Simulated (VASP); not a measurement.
```
CELL_PARAMETERS angstrom
      1.91711    -5.06603     0.00000
      1.91711     5.06603     0.00000
      0.00000     0.00000     3.77808
ATOMIC_POSITIONS crystal
  P  0.56400 0.43600 0.25000
  P  0.43600 0.56400 0.75000
  W  0.85475 0.14525 0.25000
  W  0.14525 0.85475 0.75000
```

The base run (VASP): PBE GGA, plane waves, VASP's PBE PAW potentials (set 64). Numerical set-up: 400 eV cut-off, 6×6×5 Γ-centred mesh, Gaussian smearing of 0.050 eV, potentials P W_sv.

One setting is varied; ΔE counts from the most expensive setting. The base run took about 60 core-seconds. Costs are core time on shared hosts, one run each; read them as rough ratios.

Pressures at a finite cut-off, here 400 eV, hold a Pulay part, which wasn't tested here.

```
setting                         cost over the base run  electronic steps  ΔE (meV/atom)  pressure (GPa)
------------------------------  ----------------------  ----------------  -------------  --------------
KPOINTS 1×1×1 Γ-centred mesh                 about 1/7                19         1604.3          -22.55
KPOINTS 2×2×2 Γ-centred mesh                 about 1/4                14          224.7          -27.03
KPOINTS 3×3×2 Γ-centred mesh                 about 1/3                13          -65.0          -28.94
KPOINTS 4×4×3 Γ-centred mesh                 about 1/2                13           32.5          -28.23
base run                                     reference                13            5.2          -28.14
KPOINTS 7×7×6 Γ-centred mesh      within a factor of 2                13           -2.0          -28.31
KPOINTS 9×9×8 Γ-centred mesh             about 3 times                13            1.2          -28.39
KPOINTS 11×11×9 Γ-centred mesh           about 4 times                13            0.0          -28.39
```

Left out are runs that failed, have no time on record or changed the cell.

The structure was generated: PW was put into the CrB type (Cmcm), which need not be its known phase. The cell was not relaxed at this level.
